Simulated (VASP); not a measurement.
GeSb2Te4:

```
Ge Sb Te
1.0
     0.00000    5.06053    5.06053
     5.06053    0.00000    5.06053
     5.06053    5.06053    0.00000
Ge Sb Te
1 2 4
Direct
  0.75000 0.75000 0.75000
  0.50000 0.50000 0.50000
  0.00000 0.00000 0.00000
  0.87804 0.36589 0.87804
  0.87804 0.87804 0.87804
  0.36589 0.87804 0.87804
  0.87804 0.87804 0.36589
```

The cell was built by a generator and needn't be a form met in nature.

```yaml
Program: VASP 6.6.1
Task: relaxation of cell and atoms
Functional: PBE
Potentials_or_basis: VASP PAW PBE potentials, release 64 (Ge_d, Sb, Te)
Cutoff: 520 eV
k_mesh: 3 × 3 × 3
Occupations: gaussian, width 0.15 eV
Spin: no spin polarisation
```

At the start: pressure 43.7 GPa; volume 37.03 Å³/atom.

Task: Where does the relaxation end?

Result: Over 15 steps the energy falls by 2790.8 meV/atom and the volume is 71.08 Å³/atom (+92.0 %); space group F-43m (No. 216, to 0.05 Å).

Step by step:
| step | energy change (eV) | largest force (eV/Å) | pressure (GPa) | volume (Å³) |
| --- | --- | --- | --- | --- |
| 1 | 0.0000 | 11.7896 | 43.69 | 259.19 |
| 2 | -14.7738 | 1.2708 | -1.18 | 852.48 |
| 3 | -15.4661 | 1.7070 | -0.73 | 783.32 |
| 4 | -15.8800 | 2.0369 | -0.41 | 737.06 |
| 5 | -17.0961 | 3.5744 | 1.06 | 566.83 |
| 6 | -16.3185 | 5.0365 | 7.86 | 393.17 |
| 7 | -16.9240 | 4.2143 | 1.81 | 540.51 |
| 8 | -18.2375 | 0.7668 | -1.59 | 634.91 |
| 9 | -18.2814 | 1.1136 | -1.22 | 615.92 |
| 10 | -18.8374 | 1.0641 | -1.03 | 573.40 |
| 11 | -19.3430 | 0.1800 | 1.50 | 457.68 |
| 12 | -19.4531 | 0.6511 | 0.11 | 501.84 |
| 13 | -19.4841 | 0.4673 | 0.61 | 489.19 |
| 14 | -19.5348 | 0.0920 | 0.05 | 499.07 |
| 15 | -19.5358 | 0.0127 | 0.15 | 497.55 |

Final structure:
```cif
data_structure
_symmetry_space_group_name_H-M 'P 1'
_symmetry_Int_Tables_number 1
_cell_length_a 8.8944
_cell_length_b 8.8944
_cell_length_c 8.8944
_cell_angle_alpha 60.000
_cell_angle_beta 60.000
_cell_angle_gamma 60.000
_cell_volume 497.55
loop_
_atom_site_label
_atom_site_type_symbol
_atom_site_fract_x
_atom_site_fract_y
_atom_site_fract_z
_atom_site_occupancy
Ge1 Ge 0.75000 0.75000 0.75000 1
Sb1 Sb 0.50000 0.50000 0.50000 1
Sb2 Sb 0.00000 0.00000 0.00000 1
Te1 Te 0.87087 0.38738 0.87087 1
Te2 Te 0.87087 0.87087 0.87087 1
Te3 Te 0.38738 0.87087 0.87087 1
Te4 Te 0.87087 0.87087 0.38738 1
```

Caveat: the volume moved by over 15 % at a fixed basis, so the end points are rough.
